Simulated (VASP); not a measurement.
An input for Quantum ESPRESSO's pw.x (written as the equivalent of a VASP run, and not itself run):

```
&CONTROL
  calculation = 'vc-relax'
  pseudo_dir = './pseudo'
  outdir = './out'
  tprnfor = .true.
  tstress = .true.
  nstep = 60
  forc_conv_thr = 0.00039
/
&SYSTEM
  ibrav = 0
  nat = 2
  ntyp = 2
  ecutwfc = 44
  occupations = 'smearing'
  smearing = 'gaussian'
  degauss = 0.003675
  input_dft = 'vdw-df-obk8'
/
&ELECTRONS
  conv_thr = 7.3e-08
  electron_maxstep = 100
/
&IONS
/
&CELL
/
ATOMIC_SPECIES
  Al 26.982 Al.upf
  P 30.974 P.upf
CELL_PARAMETERS angstrom
    -0.0000000    2.7494928    2.7494928
     2.7494928    0.0000000    2.7494928
     2.7494928    2.7494928   -0.0000000
ATOMIC_POSITIONS crystal
  Al   0.0000000  0.0000000  0.0000000
  P    0.2500000  0.2500000  0.2500000
K_POINTS automatic
  8 8 8 0 0 0
```

Problem. Translate this input to VASP (INCAR, KPOINTS, POSCAR, choice of POTCAR).

Solution. Several could match; the one computed here: 
INCAR:
```
! general
SYSTEM  =AlP
PREC    =Accurate
ENCUT   =520
LREAL   =.FALSE.
LASPH   =.TRUE.

! electronic loop
EDIFF   =1E-6
NELM    =100
ALGO    =Normal

! smearing
ISMEAR  =0
SIGMA   =0.05

! functional
GGA     =BO
LUSE_VDW=.TRUE.
AGGAC   =0.0
PARAM1  =0.1833333333
PARAM2  =0.22

! ions
IBRION  =2
NSW     =60
ISIF    =3
EDIFFG  =-0.01

! output
LWAVE   =.FALSE.
LCHARG  =.FALSE.
```

File KPOINTS:
```
Automatic mesh
0
Gamma
  8 8 8
```

**POSCAR**
```
AlP
1
   -0.0000000000     2.7494928463     2.7494928463
    2.7494928463     0.0000000000     2.7494928463
    2.7494928463     2.7494928463    -0.0000000000
Al P
1 1
Direct
  0.0000000000   0.0000000000   0.0000000000
  0.2500000000   0.2500000000   0.2500000000
```

POTCAR, in this order: Al P (PBE.64 set). Program: vasp_std.

The two are equivalent in intent, not identical: the potentials are each code's own (VASP's PAW set, PseudoDojo norm-conserving files in pw.x), so ENCUT and ecutwfc are chosen apart and not converted; conv_thr bounds pw.x's estimated SCF error, while EDIFF bounds the energy change between steps; forc_conv_thr acts on force components and is met together with etot_conv_thr.

The compound is AlP in the zinc blende structure. It was relaxed first. The start is the result of an earlier pass.
